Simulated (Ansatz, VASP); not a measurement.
**SnSe2: VASP beside Ansatz**

One calculation is typed for both programs; each brings its own data sets. How far apart do they land? The cell is taken from a series of runs on this material, whose earlier steps may have relaxed, scaled, displaced or heated it; both programs get it as it stands.

Main program and level: Ansatz 0.2.0; plane waves, with VASP 6.6.1 beside it; zone-centre phonons at PBE.

### 1. Set-up

It takes space group P-3m1 (No. 164, trigonal). The conventional cell has a = 3.872 Å, b = 3.872 Å, c = 7.003 Å, α = 90.00°, β = 90.00°, γ = 120.00°. Nearest to Sn lie 6 Se at 2.75 Å. Nearest to Se lie 3 Sn at 2.75 Å. Farther neighbours and most contacts between anions are not listed.

### 2. VASP: zone-centre phonons, PBE

Second derivatives magnify differences that forces hide, and they need a tight electronic threshold.

Lines of VASP's logs that name or quote its potential files are left out, and so is its time.

The input, INCAR:

```
SYSTEM = SnSe2
PREC = Accurate
ENCUT = 500
EDIFF = 1E-08
NELM = 120
ISMEAR = 0
SIGMA = 0.01
LREAL = .FALSE.
ALGO = Normal
GGA = PE
NBANDS = 19
LORBIT = 11
LWAVE = .FALSE.
LCHARG = .FALSE.
ISIF = 2
IBRION = 8
LASPH = .TRUE.
GGA_COMPAT = .FALSE.
EFERMI = MIDGAP
KPAR = 2
```

The input, POSCAR:

```
SnSe2
1.0
    3.8719719280      0.0000000000      0.0000000000
   -1.9359859640      3.3532260524      0.0000000000
    0.0000000000      0.0000000000      7.0029681114
Sn Se
1 2
Direct
    0.0000000000      0.0000000000      0.0000000000
    0.3333333333      0.6666666667      0.2276941270
    0.6666666667      0.3333333333      0.7723058730
```

The input, KPOINTS:

```
Automatic mesh
0
Gamma
9 9 6
0 0 0
```

Potentials, in the order of the species: Sn_d and Se (PBE family, release 64).

Run with:

```bash
mpirun -np 2 vasp_std
```

Numbers of over 12 decimals in the logs are rounded to 6 here.

The program printed:

```text
[banner, memory and clock lines left out]
running    2 mpi-ranks, on    1 nodes
 distrk:  each k-point on    1 cores,    2 groups
 distr:  one band on    1 cores,    1 groups

 POSCAR found type information on POSCAR SnSe
 POSCAR found :  2 types and       3 ions
 LDA part: xc-table for (Slater+PW92), standard interpolation
 POSCAR, INCAR and KPOINTS ok, starting setup
 FFT: planning ... GRIDC
 FFT: planning ... GRID_SOFT
 FFT: planning ... GRID
 WAVECAR not read
 entering main loop
       N       E                     dE             d eps       ncg     rms          rms(c)
DAV:   1     0.195973732447E+03    0.19597E+03   -0.11886E+04  2392   0.143E+03
DAV:   2     0.103365389186E+02   -0.18564E+03   -0.18038E+03  2549   0.357E+02
DAV:   3    -0.113973827906E+02   -0.21734E+02   -0.21373E+02  2930   0.115E+02
DAV:   4    -0.121282792995E+02   -0.73090E+00   -0.72959E+00  2847   0.225E+01
DAV:   5    -0.121461425066E+02   -0.17863E-01   -0.17862E-01  3304   0.358E+00    0.467E+00
DAV:   6    -0.118888299072E+02    0.25731E+00   -0.57912E-01  3534   0.776E+00    0.301E+00
DAV:   7    -0.118735465970E+02    0.15283E-01   -0.15691E-01  2680   0.249E+00    0.973E-01
DAV:   8    -0.118733724147E+02    0.17418E-03   -0.12891E-02  2944   0.106E+00    0.265E-01
DAV:   9    -0.118739226575E+02   -0.55024E-03   -0.15446E-03  2653   0.322E-01    0.835E-02
DAV:  10    -0.118739427782E+02   -0.20121E-04   -0.12915E-04  3282   0.801E-02    0.330E-02
DAV:  11    -0.118739776890E+02   -0.34911E-04   -0.53537E-05  2551   0.426E-02    0.978E-03
DAV:  12    -0.118739773959E+02    0.29314E-06   -0.34616E-06  3113   0.128E-02    0.726E-03
DAV:  13    -0.118739784060E+02   -0.10101E-05   -0.27616E-06  2563   0.873E-03    0.252E-03
DAV:  14    -0.118739785507E+02   -0.14470E-06   -0.77475E-08  3167   0.184E-03    0.915E-04
DAV:  15    -0.118739785930E+02   -0.42306E-07   -0.48108E-08  2268   0.134E-03    0.238E-04
DAV:  16    -0.118739786012E+02   -0.82123E-08   -0.16029E-09  1978   0.283E-04
   1 F= -.11873979E+02 E0= -.11873979E+02  d E =0.000000E+00
 Linear response reoptimize wavefunctions to high precision
DAV:   1    -0.118739786071E+02   -0.58872E-08   -0.71778E-10  2047   0.177E-04
DAV:   2    -0.118739786070E+02    0.41382E-10   -0.68681E-11  1541   0.634E-05
 Linear response DOF=           4
 Linear response progress:
  Degree of freedom:   1/  4
       N       E                     dE             d eps       ncg     rms          rms(c)
RMM:   1    -0.209888013630E+00   -0.20989E+00    0.73434E-01  6355   0.130E+01
RMM:   2    -0.215078576553E+00   -0.51906E-02   -0.13753E-02  9556   0.884E-01    0.725E-02
RMM:   3    -0.214902445529E+00    0.17613E-03   -0.11286E-03 10403   0.233E-01    0.387E-02
RMM:   4    -0.214584405492E+00    0.31804E-03   -0.93235E-05 10677   0.727E-02    0.183E-02
RMM:   5    -0.214436475742E+00    0.14793E-03   -0.14979E-05 10465   0.289E-02    0.615E-03
RMM:   6    -0.214429705672E+00    0.67701E-05   -0.16501E-06 11262   0.992E-03    0.197E-03
RMM:   7    -0.214437711524E+00   -0.80059E-05   -0.10711E-07 11247   0.346E-03    0.245E-04
RMM:   8    -0.214438940912E+00   -0.12294E-05   -0.12445E-07 11509   0.129E-03    0.628E-05
RMM:   9    -0.214439820670E+00   -0.87976E-06    0.72514E-08 11400   0.570E-04    0.287E-05
RMM:  10    -0.214439691922E+00    0.12875E-06    0.74479E-10 11818   0.276E-04    0.176E-05
RMM:  11    -0.214439664439E+00    0.27483E-07    0.86761E-09 11811   0.158E-04    0.506E-06
RMM:  12    -0.214439638192E+00    0.26247E-07    0.75637E-10 11513   0.979E-05    0.282E-06
RMM:  13    -0.214439607462E+00    0.30730E-07    0.15814E-09 11728   0.707E-05    0.153E-06
RMM:  14    -0.214439577469E+00    0.29993E-07   -0.96790E-10 11170   0.567E-05    0.979E-07
RMM:  15    -0.214439588608E+00   -0.11138E-07   -0.11055E-09  9636   0.477E-05    0.775E-07
RMM:  16    -0.214439585621E+00    0.29871E-08   -0.40700E-09  7439   0.425E-05    0.730E-07
 first order change of Fermi-energy   0.25275E-04
 force on displaced ion       1 direction 1 :  -4.724   0.000   0.000
 Linear response progress:
  Degree of freedom:   2/  4
       N       E                     dE             d eps       ncg     rms          rms(c)
RMM:   1    -0.225624027466E+00   -0.22562E+00    0.77901E-01  2886   0.135E+01
RMM:   2    -0.229738408183E+00   -0.41144E-02   -0.15789E-02  4263   0.894E-01    0.109E-01
RMM:   3    -0.228728930631E+00    0.10095E-02   -0.14833E-03  4609   0.255E-01    0.617E-02
RMM:   4    -0.227992136616E+00    0.73679E-03   -0.24487E-04  4637   0.948E-02    0.324E-02
RMM:   5    -0.227487035634E+00    0.50510E-03   -0.15247E-04  4612   0.653E-02    0.892E-03
RMM:   6    -0.227495335023E+00   -0.82994E-05   -0.25243E-05  4643   0.218E-02    0.268E-03
RMM:   7    -0.227536778344E+00   -0.41443E-04   -0.14030E-05  4807   0.856E-03    0.130E-03
RMM:   8    -0.227539747870E+00   -0.29695E-05   -0.24819E-06  4732   0.330E-03    0.326E-04
RMM:   9    -0.227543277181E+00   -0.35293E-05   -0.12274E-06  4947   0.131E-03    0.110E-04
RMM:  10    -0.227544984141E+00   -0.17070E-05   -0.30119E-06  4798   0.571E-04    0.449E-05
RMM:  11    -0.227544564330E+00    0.41981E-06   -0.90638E-07  5183   0.227E-04    0.122E-05
RMM:  12    -0.227544743813E+00   -0.17948E-06    0.55949E-08  4893   0.116E-04    0.583E-06
RMM:  13    -0.227544624528E+00    0.11928E-06   -0.13435E-07  4984   0.711E-05    0.272E-06
RMM:  14    -0.227544638101E+00   -0.13573E-07    0.14745E-07  5117   0.503E-05    0.148E-06
RMM:  15    -0.227544649527E+00   -0.11426E-07    0.30759E-08  4380   0.421E-05    0.101E-06
RMM:  16    -0.227544652025E+00   -0.24978E-08   -0.16480E-08  3668   0.391E-05    0.515E-07
 first order change of Fermi-energy   0.54172E-04
 force on displaced ion       1 direction 3 :  -0.000   0.000 -14.589
 Linear response progress:
  Degree of freedom:   3/  4
       N       E                     dE             d eps       ncg     rms          rms(c)
RMM:   1    -0.804919558615E-01   -0.80492E-01    0.66882E-02 21345   0.140E+00
RMM:   2    -0.801924963136E-01    0.29946E-03   -0.20263E-03 15692   0.252E-01    0.849E-02
RMM:   3    -0.804438159673E-01   -0.25132E-03   -0.15012E-04 17651   0.732E-02    0.454E-02
RMM:   4    -0.808105440556E-01   -0.36673E-03   -0.58616E-05 17884   0.467E-02    0.715E-03
RMM:   5    -0.808250595693E-01   -0.14516E-04   -0.40263E-06 18708   0.132E-02    0.327E-03
RMM:   6    -0.808194428001E-01    0.56168E-05   -0.24050E-07 18903   0.291E-03    0.137E-03
RMM:   7    -0.808234241056E-01   -0.39813E-05   -0.31823E-08 18729   0.111E-03    0.278E-04
RMM:   8    -0.808245170688E-01   -0.10930E-05    0.65372E-08 19361   0.379E-04    0.546E-05
RMM:   9    -0.808240402754E-01    0.47679E-06    0.33308E-07 19180   0.169E-04    0.116E-05
RMM:  10    -0.808241371322E-01   -0.96857E-07   -0.20645E-07 20523   0.698E-05    0.674E-06
RMM:  11    -0.808241532266E-01   -0.16094E-07   -0.96749E-08 18919   0.431E-05    0.204E-06
RMM:  12    -0.808241535647E-01   -0.33815E-09   -0.11038E-07 19570   0.315E-05    0.587E-07
RMM:  13    -0.808241542116E-01   -0.64687E-09   -0.14675E-07 15119   0.286E-05    0.116E-07
RMM:  14    -0.808241542167E-01   -0.51388E-11   -0.14723E-07 10400   0.279E-05    0.499E-08
 first order change of Fermi-energy  -0.25346E-04
 force on displaced ion       2 direction 1 :  -2.806  -0.001  -0.000
 Linear response progress:
  Degree of freedom:   4/  4
       N       E                     dE             d eps       ncg     rms          rms(c)
RMM:   1    -0.101526618445E+00   -0.10153E+00    0.67459E-02  5290   0.147E+00
RMM:   2    -0.998814401636E-01    0.16452E-02   -0.20282E-03  4221   0.233E-01    0.901E-02
RMM:   3    -0.997298755536E-01    0.15156E-03   -0.24385E-04  4527   0.745E-02    0.427E-02
RMM:   4    -0.997175304037E-01    0.12345E-04   -0.36437E-05  4539   0.378E-02    0.205E-02
RMM:   5    -0.997447323709E-01   -0.27202E-04   -0.16127E-05  4533   0.259E-02    0.647E-03
RMM:   6    -0.997446175728E-01    0.11480E-06   -0.61106E-07  4605   0.826E-03    0.152E-03
RMM:   7    -0.997454575871E-01   -0.84001E-06    0.39270E-08  4672   0.198E-03    0.589E-04
RMM:   8    -0.997457223529E-01   -0.26477E-06   -0.33448E-08  4371   0.845E-04    0.116E-04
RMM:   9    -0.997457721279E-01   -0.49775E-07    0.70642E-09  4595   0.370E-04    0.649E-05
RMM:  10    -0.997456916922E-01    0.80436E-07   -0.50683E-08  4785   0.144E-04    0.135E-05
RMM:  11    -0.997457957868E-01   -0.10409E-06   -0.17330E-07  4963   0.685E-05    0.456E-06
RMM:  12    -0.997458142830E-01   -0.18496E-07   -0.17407E-09  5034   0.417E-05    0.166E-06
RMM:  13    -0.997458169273E-01   -0.26443E-08   -0.31984E-08  4656   0.343E-05    0.816E-07
 first order change of Fermi-energy  -0.47651E-01
 force on displaced ion       2 direction 3 :   0.000  -0.000  -8.173
 Linear response finished
```

OUTCAR, selected parts (step 2):

```text
ion  position               nearest neighbor table
   1  0.000  0.000  0.000-   2 2.75   3 2.75   3 2.75   2 2.75   3 2.75   2 2.75
   2  0.333  0.667  0.228-   1 2.75   1 2.75   1 2.75
   3  0.667  0.333  0.772-   1 2.75   1 2.75   1 2.75

  LATTYP: Found a hexagonal cell.
 ALAT       =     3.8719719280
 C/A-ratio  =     1.8086309099

 Subroutine GETGRP returns: Found 12 space group operations
 (whereof 12 operations were pure point group operations)

The static configuration has the point symmetry D_3d.

 Found     62 irreducible k-points:

   k-points           NKPTS =     62   k-points in BZ     NKDIM =     62   number of bands    NBANDS=     19

   dimension x,y,z NGX =    28 NGY =   28 NGZ =   54
   dimension x,y,z NGXF=    56 NGYF=   56 NGZF=  108

   ENCUT  =  500.0 eV  36.75 Ry    6.06 a.u.   7.06  7.06 12.77*2*pi/ulx,y,z

   NELECT =      26.0000    total number of electrons

 k-points in reciprocal lattice and weights: Automatic mesh
   0.00000000  0.00000000  0.00000000       0.002
   0.11111111  0.00000000  0.00000000       0.012
   0.22222222  0.00000000  0.00000000       0.012
   0.33333333  0.00000000  0.00000000       0.012
   0.44444444  0.00000000  0.00000000       0.012
   0.11111111  0.11111111  0.00000000       0.012
   0.22222222  0.11111111  0.00000000       0.025
   0.33333333  0.11111111  0.00000000       0.025
   0.44444444  0.11111111  0.00000000       0.012
[...]
0.33333333  0.22222222  0.50000000       0.025
   0.33333333  0.33333333  0.50000000       0.004

 average (electrostatic) potential at core
       1-104.2101       2 -54.8520       3 -54.8520

  Total        0.0239454      0.0239454      0.0321278     -0.0000000      0.0000000      0.0000000
  in kB        0.4219451      0.4219451      0.5661272     -0.0000000      0.0000000      0.0000000
  external PRESSURE =       0.4700058 kB  Pullay stress =       0.0000000 kB

  energy-cutoff  :      500.00
  volume of cell :       90.92
      direct lattice vectors                 reciprocal lattice vectors
     3.871971928  0.000000000  0.000000000     0.258266335  0.149110138  0.000000000
    -1.935985964  3.353226052  0.000000000     0.000000000  0.298220276  0.000000000
     0.000000000  0.000000000  7.002968111     0.000000000  0.000000000  0.142796595

 POSITION                                       TOTAL-FORCE (eV/Angst)
 -----------------------------------------------------------------------------------
      0.00000      0.00000      0.00000         0.000000      0.000000      0.000000
     -0.00000      2.23548      1.59453         0.000000      0.000000      0.012132
      1.93599      1.11774      5.40843        -0.000000      0.000000     -0.012132
 -----------------------------------------------------------------------------------
    total drift:                               -0.000000      0.000000     -0.000000

 Eigenvectors and eigenvalues of the dynamical matrix
 ----------------------------------------------------

   1 f  =    7.262014 THz    45.628583 2PiTHz  242.234729 cm-1    30.033265 meV
             X         Y         Z           dx          dy          dz
      0.000000  0.000000  0.000000     0.000000    0.000000   -0.754687
     -0.000000  2.235484  1.594535     0.000000    0.000000    0.463922
      1.935986  1.117742  5.408433    -0.000000   -0.000000    0.463922

   2 f  =    5.281752 THz    33.186230 2PiTHz  176.180299 cm-1    21.843563 meV
             X         Y         Z           dx          dy          dz
      0.000000  0.000000  0.000000     0.000000    0.000000    0.000000
     -0.000000  2.235484  1.594535    -0.000000   -0.000000    0.707107
      1.935986  1.117742  5.408433    -0.000000   -0.000000   -0.707107

   3 f  =    4.125773 THz    25.922995 2PiTHz  137.620964 cm-1    17.062817 meV
             X         Y         Z           dx          dy          dz
      0.000000  0.000000  0.000000    -0.000029   -0.755897    0.000000
     -0.000000  2.235484  1.594535     0.000017    0.462936    0.000000
      1.935986  1.117742  5.408433     0.000017    0.462936   -0.000000

   4 f  =    4.125773 THz    25.922995 2PiTHz  137.620964 cm-1    17.062817 meV
             X         Y         Z           dx          dy          dz
      0.000000  0.000000  0.000000     0.755897   -0.000029   -0.000000
     -0.000000  2.235484  1.594535    -0.462936    0.000017    0.000000
      1.935986  1.117742  5.408433    -0.462936    0.000017    0.000000

   5 f  =    3.173982 THz    19.942715 2PiTHz  105.872631 cm-1    13.126527 meV
             X         Y         Z           dx          dy          dz
      0.000000  0.000000  0.000000     0.000000   -0.000000    0.000000
     -0.000000  2.235484  1.594535     0.000005   -0.707107    0.000000
      1.935986  1.117742  5.408433    -0.000005    0.707107    0.000000

   6 f  =    3.173982 THz    19.942715 2PiTHz  105.872631 cm-1    13.126527 meV
             X         Y         Z           dx          dy          dz
      0.000000  0.000000  0.000000    -0.000000    0.000000   -0.000000
     -0.000000  2.235484  1.594535    -0.707107   -0.000005   -0.000000
      1.935986  1.117742  5.408433     0.707107    0.000005   -0.000000

   7 f/i=    0.002123 THz     0.013337 2PiTHz    0.070804 cm-1     0.008779 meV
             X         Y         Z           dx          dy          dz
      0.000000  0.000000  0.000000    -0.602520   -0.256105    0.000000
     -0.000000  2.235484  1.594535    -0.491907   -0.209088    0.000000
      1.935986  1.117742  5.408433    -0.491907   -0.209088    0.000000

   8 f/i=    0.002123 THz     0.013337 2PiTHz    0.070804 cm-1     0.008779 meV
             X         Y         Z           dx          dy          dz
      0.000000  0.000000  0.000000    -0.256105    0.602520    0.000000
     -0.000000  2.235484  1.594535    -0.209088    0.491907    0.000000
      1.935986  1.117742  5.408433    -0.209088    0.491907    0.000000

   9 f/i=    0.009672 THz     0.060772 2PiTHz    0.322630 cm-1     0.040001 meV
             X         Y         Z           dx          dy          dz
      0.000000  0.000000  0.000000    -0.000000    0.000000   -0.656085
     -0.000000  2.235484  1.594535    -0.000000    0.000000   -0.533644
      1.935986  1.117742  5.408433    -0.000000    0.000000   -0.533644

 ELASTIC MODULI CONTR FROM IONIC RELAXATION (kBar)
 Direction    XX          YY          ZZ          XY          YZ          ZX
 --------------------------------------------------------------------------------
 XX        -123.2858   -118.9058   -308.9531     -0.0000     20.6857      0.0000
 YY        -118.9058   -123.2858   -308.9531     -0.0000    -20.6857      0.0000
 ZZ        -308.9531   -308.9531   -788.2359     -0.0000     -0.0000      0.0000
 XY          -0.0000     -0.0000     -0.0000     -2.1900      0.0000     26.6343
 YZ          20.6857    -20.6857     -0.0000      0.0000   -195.3867     -0.0000
 ZX           0.0000      0.0000      0.0000     26.6343     -0.0000   -323.9177
 --------------------------------------------------------------------------------
```

(Part 1 of 2 ends here.)

[Lines on the potential files, build, host, timing and source positions are cut from VASP's logs without a mark.]

[Logs are printed without paths, hosts, clocks, repeated set-up lines and the standing remarks that a program may print on its own settings, such as how far it seeks lower states.]

[Hosts, paths, dates, database ids (printed as entryN), source tags and the programs' standing remarks are cut or masked in the printed files.]
